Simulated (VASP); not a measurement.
# CrTe2 (P-3m1) in VASP: a series of runs

The runs below take CrTe2 through relaxation of cell and atoms, relaxation of the atoms, with LDA.

Everything below comes from runs of VASP 6.6.1. Logs are shortened: lines on timing, memory, paths and dates and some standing lists are left out, and cuts for length are marked.

## 1. Starting point

It takes space group P-3m1 (No. 164, trigonal). The conventional cell has a = 3.810 Å, b = 3.810 Å, c = 6.130 Å, α = 90.00°, β = 90.00°, γ = 120.00°. Cr (site symmetry -3m) is surrounded by 6 Te at 2.69 Å. Te (site symmetry 3m) is surrounded by 3 Cr at 2.69 Å.

The cell was built by a generator and isn't the measured one.

## 2. Relaxation of cell and atoms, LDA, collinear spin, ferromagnetic start

INCAR reads:

```
SYSTEM = CrTe2
PREC     = Accurate       ! precision mode
ENCUT    = 600            ! plane-wave cutoff, eV
EDIFF    = 1E-6           ! SCF threshold, eV
ISMEAR   = -1             ! smearing method
SIGMA    = 0.05           ! smearing width, eV
LREAL    = .False.        ! projectors in reciprocal space
LASPH    = .True.         ! aspherical terms in the spheres
NELM     = 100            ! most SCF steps
ALGO     = Fast           ! electronic algorithm
ISIF     = 3              ! what is computed and relaxed
LWAVE    = .False.        ! write WAVECAR
LCHARG   = .False.        ! write CHGCAR
ISPIN    = 2              ! spin polarisation
MAGMOM   = 3 0 0          ! initial moments
LORBIT   = 11             ! projections on sites
LMAXMIX  = 4              ! l up to which the mixer works
IBRION   = 2              ! ionic algorithm
NSW      = 40             ! ionic steps
EDIFFG   = -0.01          ! ionic threshold
```

KPOINTS reads:

```
Automatic mesh
0
Gamma
  12 12 8
  0 0 0
```

POSCAR reads:

```
CrTe2
1.0
    3.8100000000      0.0000000000      0.0000000000
   -1.9050000000      3.2995567884      0.0000000000
    0.0000000000      0.0000000000      6.1300000000
Cr Te
1 2
Direct
    0.0000000000      0.0000000000      0.0000000000
    0.3333333333      0.6666666667      0.2530000000
    0.6666666667      0.3333333333      0.7470000000
```

Potentials or basis: VASP PAW LDA potentials, release 64 (Cr_pv, Te).

The run is started by

```
$ cat potpaw_LDA.64/Cr_pv/POTCAR potpaw_LDA.64/Te/POTCAR > POTCAR
$ mpirun -np 1 vasp_std > vasp.out
```

OUTCAR:

```text
SYSTEM = CrTe2
   PREC = Accurate
   ENCUT = 600
   EDIFF = 1E-6
   ISMEAR = -1
   LREAL = .False.
   LASPH = .True.
   NELM = 100
   ISIF = 3
   ISPIN = 2
   LORBIT = 11
   IBRION = 2
   NSW = 40
   EDIFFG = -0.01

 ion  position               nearest neighbor table
   1  0.000  0.000  0.000-   2 2.69   3 2.69   2 2.69   3 2.69   3 2.69   2 2.69
   2  0.333  0.667  0.253-   1 2.69   1 2.69   1 2.69
   3  0.667  0.333  0.747-   1 2.69   1 2.69   1 2.69

  LATTYP: Found a hexagonal cell.
 ALAT       =     3.8100000000
 C/A-ratio  =     1.6089238845

  Lattice vectors:

 A1 = (   3.8100000000,   0.0000000000,   0.0000000000)
 A2 = (  -1.9050000000,   3.2995567884,   0.0000000000)
 A3 = (   0.0000000000,   0.0000000000,   6.1300000000)

Analysis of symmetry for initial positions (statically):
=====================================================================
 Subroutine PRICEL returns:
 Original cell was already a primitive cell.

 Routine SETGRP: Setting up the symmetry group for a
 hexagonal supercell.

 Subroutine GETGRP returns: Found 12 space group operations
 (whereof 12 operations were pure point group operations)
 out of a pool of 24 trial point group operations.

The static configuration has the point symmetry D_3d.

Analysis of symmetry for dynamics (positions and initial velocities):
=====================================================================
 Subroutine PRICEL returns:
 Original cell was already a primitive cell.

 Routine SETGRP: Setting up the symmetry group for a
 hexagonal supercell.

 Subroutine GETGRP returns: Found 12 space group operations
 (whereof 12 operations were pure point group operations)
 out of a pool of 24 trial point group operations.

The dynamic configuration has the point symmetry D_3d.

Analysis of structural, dynamic, and magnetic symmetry:
=====================================================================
 Subroutine PRICEL returns:
 Original cell was already a primitive cell.

 Routine SETGRP: Setting up the symmetry group for a
 hexagonal supercell.

 Subroutine GETGRP returns: Found 12 space group operations
 (whereof 12 operations were pure point group operations)
 out of a pool of 24 trial point group operations.

The overall configuration has the point symmetry D_3d.

 Subroutine INISYM returns: Found 12 space group operations
 (whereof 12 operations are pure point group operations),
 and found     1 'primitive' translations

----------------------------------------------------------------------------------------

                                     Primitive cell

  volume of cell :      77.0621

  direct lattice vectors                    reciprocal lattice vectors
     3.810000000  0.000000000  0.000000000     0.262467192  0.151535504  0.000000000
    -1.905000000  3.299556788  0.000000000     0.000000000  0.303071007  0.000000000
     0.000000000  0.000000000  6.130000000     0.000000000  0.000000000  0.163132137

  length of vectors
     3.810000000  3.810000000  6.130000000     0.303071007  0.303071007  0.163132137

  position of ions in fractional coordinates (direct lattice)
     0.000000000  0.000000000  0.000000000
     0.333333333  0.666666667  0.253000000
     0.666666667  0.333333333  0.747000000

  ion indices of the primitive-cell ions
   primitive index   ion index
                 1           1
                 2           2
                 3           3

----------------------------------------------------------------------------------------

 KPOINTS: Automatic mesh

Automatic generation of k-mesh.
 Grid dimensions read from file:
 generate k-points for:   12   12    8

 Generating k-lattice:

  Cartesian coordinates                     Fractional coordinates (reciprocal lattice)
     0.021872266  0.012627959  0.000000000     0.083333333  0.000000000  0.000000000
     0.000000000  0.025255917  0.000000000     0.000000000  0.083333333  0.000000000
     0.000000000  0.000000000  0.020391517     0.000000000  0.000000000  0.125000000

  Length of vectors
     0.025255917  0.025255917  0.020391517

  Shift w.r.t. Gamma in fractional coordinates (k-lattice)
     0.000000000  0.000000000  0.000000000

 Subroutine IBZKPT returns following result:
 ===========================================

 Found    131 irreducible k-points:

 Following reciprocal coordinates:
            Coordinates               Weight
  0.000000  0.000000  0.000000      1.000000
  0.083333 -0.000000  0.000000      6.000000
  0.166667  0.000000  0.000000      6.000000
  0.250000 -0.000000  0.000000      6.000000
  0.333333 -0.000000  0.000000      6.000000
  0.416667 -0.000000  0.000000      6.000000
[... 16 lines left out ...]
  0.166667  0.000000  0.125000      6.000000
  0.000000  0.166667  0.125000      6.000000
 [... further k-points ...]
   k-points           NKPTS =    131   k-points in BZ     NKDIM =    131   number of bands    NBANDS=     18
   number of dos      NEDOS =    301   number of ions     NIONS =      3
   total plane-waves  NPLWV =  45000
   dimension x,y,z NGX =    30 NGY =   30 NGZ =   50
   dimension x,y,z NGXF=    60 NGYF=   60 NGZF=  100
   ions per type =               1   2
   NGX,Y,Z   is equivalent  to a cutoff of  13.09, 13.09, 13.56 a.u.
   NGXF,Y,Z  is equivalent  to a cutoff of  26.18, 26.18, 27.12 a.u.
 SYSTEM =  CrTe2
   PREC   = accura    normal or accurate (medium, high low for compatibility)
   ISTART =      0    job   : 0-new  1-cont  2-samecut
   ICHARG =      2    charge: 1-file 2-atom 10-const
   ISPIN  =      2    spin polarized calculation?
   LNONCOLLINEAR =      F non collinear calculations
   LSORBIT =      F    spin-orbit coupling
   LASPH  =      T    aspherical Exc in radial PAW
   ENCUT  =  600.0 eV  44.10 Ry    6.64 a.u.   7.61  7.61 12.24*2*pi/ulx,y,z
   NELM   =    100;   NELMIN=  2; NELMDL= -5     # of ELM steps
   EDIFF  = 0.1E-05   stopping-criterion for ELM
   LREAL  =      F    real-space projection
   EDIFFG = -.1E-01   stopping-criterion for IOM
   NSW    =     40    number of steps for IOM
   IBRION =      2    ionic relax: 0-MD 1-quasi-New 2-CG
   NFREE  =      1    steps in history (QN), initial steepest desc. (CG)
   ISIF   =      3    stress and relaxation
   ISYM   =      2    0-nonsym 1-usesym 2-fastsym
   POTIM  = 0.5000    time-step for ionic-motion
   TEBEG  =    0.0;   TEEND  =   0.0 temperature during run
   PSTRESS=    0.0 pullay stress
   NELECT =      24.0000    total number of electrons
   NUPDOWN=      -1.0000    fix difference up-down
   EMIN   =  10.00;   EMAX   =-10.00  energy-range for DOS
   EFERMI =   0.00;   METHOD = LEGACY
   ISMEAR =    -1;   SIGMA  =   0.05  broadening in eV -4-tet -1-fermi 0-gaus
   EFERMI_NEDOS =   21; number of points for ismear=-14 and -15
   IALGO  =     68    algorithm
   IMIX   =      4    mixing-type and parameters
     AMIX     =   0.40;   BMIX     =  1.00
     AMIX_MAG =   1.60;   BMIX_MAG =  1.00
  volume/ion in A,a.u.               =      25.69       173.35
  Fermi-wavevector in a.u.,A,eV,Ry     =   1.109681  2.096993 16.754110  1.231392
  Thomas-Fermi vector in A             =   2.246224
   LORBIT       =     11    0 simple, 1 ext, 2 COOP (PROOUT), +10 PAW based schemes
   GGA     = CA    functional components
   LHFCALC =     F    Hartree Fock is set to
   AEXX    =    0.0000 exact exchange contribution
   IVDW    =     0    specifies the selected vdW correction
   LEPSILON=     F    determine dielectric tensor
   LRPA    =     F    only Hartree local field effects (RPA)
 conjugate gradient relaxation of ions
 spin polarized calculation
 RMM-DIIS sequential band-by-band and
  energy-cutoff  :      600.00
  volume of cell :       77.06
 maximum number of plane-waves:      2599
   NGX = 15   NGY = 15   NGZ = 25

--------------------------------------- Ionic step        1  -------------------------------------------

 number of electron      24.0000012 magnetization       2.3674510

 Free energy of the ion-electron system (eV)
  ---------------------------------------------------
  ext. energy  EPLUGINS =         0.00000000
  ---------------------------------------------------
  free energy    TOTEN  =       -18.34648106 eV

  energy without entropy =      -18.33225040  energy(sigma->0) =      -18.33936573

------------------------ aborting loop because EDIFF is reached ----------------------------------------

  FORCE on cell =-STRESS in cart. coord.  units (eV):
  Direction    XX          YY          ZZ          XY          YZ          ZX
  --------------------------------------------------------------------------------------
  -------------------------------------------------------------------------------------
  Total       -2.5157888     -2.5157888     -2.4227716      0.0000000      0.0000000      0.0000000
  in kB      -52.3050608    -52.3050608    -50.3711648      0.0000000      0.0000000      0.0000000
  external PRESSURE =     -51.6604288 kB  Pullay stress =       0.0000000 kB
[... 92 lines left out ...]
  FREE ENERGIE OF THE ION-ELECTRON SYSTEM (eV)
  ---------------------------------------------------
  free  energy   TOTEN  =       -18.4453003669 eV

  energy  without entropy=      -18.4330193446  energy(sigma->0) =      -18.43915986

[... ionic steps 4 to 8 ...]

--------------------------------------- Ionic step        9  -------------------------------------------

 number of electron      23.9999993 magnetization       2.2933738

------------------------ aborting loop because EDIFF is reached ----------------------------------------
[... 69 lines left out ...]
--------------------------------------- Ionic step       11  -------------------------------------------

 number of electron      23.9999995 magnetization       2.2937149

 Free energy of the ion-electron system (eV)
  ---------------------------------------------------
  ext. energy  EPLUGINS =         0.00000000
  ---------------------------------------------------
  free energy    TOTEN  =       -18.45788608 eV

  energy without entropy =      -18.44567272  energy(sigma->0) =      -18.45177940

 E-fermi :   7.8558     XC(G=0): -10.6794

 val. band max:        7.8445732871   @ k =   0.3333   0.0833   0.0000
 cond. band min:       7.8631144682   @ k =   0.1667   0.1667   0.5000
 fundamental gap:      0.0185411811
 Fermi energy:         7.8557843356

 spin component 1

 k-point     1 :       0.0000    0.0000    0.0000
  band No.  band energies     occupation
      1     -35.5314      1.00000
      2     -35.5295      1.00000
      3     -35.5295      1.00000
      4      -5.3889      1.00000
      5      -3.0595      1.00000
      6       1.8812      1.00000
[... 481 lines left out ...]
      5      -3.0408      1.00000
      6       2.4651      1.00000
[... 10 lines left out ...]
     17      12.4104      0.00000
     18      13.3622      0.00000

 [... further k-points ...]

 spin component 2

 k-point     1 :       0.0000    0.0000    0.0000
  band No.  band energies     occupation
      1     -33.3537      1.00000
      2     -33.2905      1.00000
      3     -33.2905      1.00000
      4      -5.3698      1.00000
      5      -3.0909      1.00000
      6       2.0505      1.00000
[... 481 lines left out ...]
      5      -3.0649      1.00000
      6       2.6401      1.00000
[... 10 lines left out ...]
     17      13.5663      0.00000
     18      15.1332      0.00000

 [... further k-points ...]

------------------------ aborting loop because EDIFF is reached ----------------------------------------

  FORCE on cell =-STRESS in cart. coord.  units (eV):
  Direction    XX          YY          ZZ          XY          YZ          ZX
  --------------------------------------------------------------------------------------
  -------------------------------------------------------------------------------------
  Total        0.0105861      0.0105861      0.0288569      0.0000000     -0.0000000      0.0000000
  in kB        0.2427578      0.2427578      0.6617402      0.0000000     -0.0000000      0.0000000
  external PRESSURE =       0.3824186 kB  Pullay stress =       0.0000000 kB
[... 18 lines left out ...]
  FREE ENERGIE OF THE ION-ELECTRON SYSTEM (eV)
  ---------------------------------------------------
  free  energy   TOTEN  =       -18.4578860821 eV

  energy  without entropy=      -18.4456727156  energy(sigma->0) =      -18.45177940

 reached required accuracy - stopping structural energy minimisation

 total charge

# of ion       s       p       d       tot
------------------------------------------
    1        0.299   6.270   4.251  10.820
    2        1.391   1.979   0.056   3.427
    3        1.391   1.979   0.056   3.427
--------------------------------------------------
tot          3.081  10.228   4.364  17.673

 magnetization (x)

# of ion       s       p       d       tot
------------------------------------------
    1        0.037   0.017   2.373   2.426
    2       -0.002  -0.114   0.008  -0.108
    3       -0.002  -0.114   0.008  -0.108
--------------------------------------------------
tot          0.034  -0.212   2.388   2.210
```

Wall time 36 min (1 thread of Intel Xeon Platinum 8488C (Sapphire Rapids), shared host); peak memory 0.45 GiB.

What came out:

```yaml
Free_energy: -18.4579 eV
Relaxed_volume: 23.29 Å³/atom
Relaxed_cell: a = 3.701 Å, b = 3.701 Å, c = 5.891 Å, α = 90.00°, β = 90.00°, γ = 120.00°
Space_group_after_relaxing_to_0.05_Å: P-3m1 (No. 164)
Energy_gained_by_relaxing: 37.1 meV/atom
Ionic_steps: 11
Pressure_after_relaxing: 0.0 GPa
Largest_force_after_relaxing: 0.005 eV/Å
Band_gap_on_the_k_mesh: none (metal or under the smearing width)
Net_moment: 2.29 μB per cell
Site_moments: Cr +2.43; Te -0.11 μB
Valence_electrons_inside_the_program's_atomic_spheres: Cr 10.82; Te 3.43
```

Forces in eV/Å, atoms in the order of the input:
```
Cr   0.000  0.000  0.000
Te   0.000  0.000  0.005
Te   0.000  0.000 -0.005
```

The path:
```csv
step,energy change (eV),largest force (eV/Å),pressure (GPa),volume (Å³)
1,0.0000,0.3996,-5.17,77.06
2,-0.0499,0.7775,4.20,68.19
3,-0.0988,0.2399,-0.24,71.64
4,-0.0988,0.2547,-0.11,71.53
5,-0.1038,0.1958,-0.08,71.12
6,-0.1100,0.0077,0.11,69.88
7,-0.1101,0.0189,0.12,69.95
8,-0.1109,0.0208,-0.20,70.12
9,-0.1110,0.0305,-0.29,70.16
10,-0.1114,0.0047,-0.11,69.95
11,-0.1114,0.0045,0.04,69.87
```

Final structure:
```
Cr Te
1.0
     3.70062    0.00000    0.00000
    -1.85031    3.20484    0.00000
     0.00000    0.00000    5.89105
Cr Te
1 2
Direct
  0.00000 0.00000 0.00000
  0.33333 0.66667 0.25887
  0.66667 0.33333 0.74113
```

Caveat: a cell with one magnetic atom can't hold antiferromagnetic order, which such compounds often take. Spin-orbit coupling is left out, which matters for the levels of Te.

## 3. Relaxation of the atoms, LDA, collinear spin, ferromagnetic start

INCAR, as its differences from that of step 2:

```diff
@@ -2,3 +2,3 @@
 PREC     = Accurate       ! precision mode
-ENCUT    = 600            ! plane-wave cutoff, eV
+ENCUT    = 520            ! plane-wave cutoff, eV
 EDIFF    = 1E-6           ! SCF threshold, eV
@@ -10,3 +10,3 @@
 ALGO     = Fast           ! electronic algorithm
-ISIF     = 3              ! what is computed and relaxed
+ISIF     = 2              ! what is computed and relaxed
 LWAVE    = .False.        ! write WAVECAR
```

KPOINTS is that of step 2.

POSCAR is that of step 2.

Potentials or basis: VASP PAW LDA potentials, release 64 (Cr_pv, Te).

The run is started by

```
$ cat potpaw_LDA.64/Cr_pv/POTCAR potpaw_LDA.64/Te/POTCAR > POTCAR
$ mpirun -np 1 vasp_std > vasp.out
```

Wall time 7.5 min (1 thread of Intel Xeon Platinum 8488C (Sapphire Rapids), shared host); peak memory 0.39 GiB.

Results (log left out):

* Free energy: -18.3675 eV
* Energy gained by relaxing: 7.0 meV/atom
* Ionic steps: 4
* Pressure after relaxing: -3.6 GPa
* Band gap on the k mesh: none (metal or under the smearing width)
* Net moment: 2.37 μB per cell
* Site moments: Cr +2.55; Te -0.13 μB
* Valence electrons inside the program's atomic spheres: Cr 10.74; Te 3.40

Stress tensor (GPa, compression positive):
```
-3.88  0.00  0.00
 0.00 -3.88  0.00
 0.00  0.00 -3.02
```

The path:
```tsv
step	energy change (eV)	largest force (eV/Å)	pressure (GPa)
1	0.0000	0.3993	-5.16
2	-0.0126	0.2536	-4.60
3	-0.0210	0.0189	-3.64
4	-0.0211	0.0011	-3.59
```

Final structure:
```xyz
3
Lattice="3.8100 0.0000 0.0000 -1.9050 3.2996 0.0000 0.0000 0.0000 6.1300" Properties=species:S:1:pos:R:3 pbc="T T T"
Cr    0.0000    0.0000    0.0000
Te    0.0000    2.1997    1.4986
Te    1.9050    1.0999    4.6314
```

Levels at points of the mesh, in eV from the Fermi level:
Spin up:
```csv
k point,band 9,band 10,band 11,band 12,band 13,band 14,band 15,band 16,band 17,band 18
"(0.00, 0.00, 0.00)",-1.10,-1.10,-0.77,1.00,1.00,1.33,2.58,2.58,4.52,4.82
"(0.50, 0.00, 0.00)",-2.57,-2.41,-1.49,-0.88,-0.72,-0.51,1.45,2.74,4.52,4.82
"(0.00, 0.00, 0.50)",-1.93,-1.11,-1.11,-0.08,0.74,0.74,2.96,2.96,4.52,5.23
"(0.50, 0.00, 0.50)",-2.50,-1.16,-1.07,-0.72,-0.70,-0.56,1.97,2.41,4.45,4.59
```
Spin down:
```
           k point  band 9  band 10  band 11  band 12  band 13  band 14
(0.00, 0.00, 0.00)    0.82     0.82     0.98     0.98     1.14     1.28
(0.50, 0.00, 0.00)   -2.04    -1.60    -1.45     0.67     1.44     1.56
(0.00, 0.00, 0.50)   -1.72     0.70     0.70     0.81     0.81     1.63
(0.50, 0.00, 0.50)   -1.86    -1.01    -0.67     0.48     1.43     1.57
```

Caveat: a cell with one magnetic atom can't hold antiferromagnetic order, which such compounds often take.
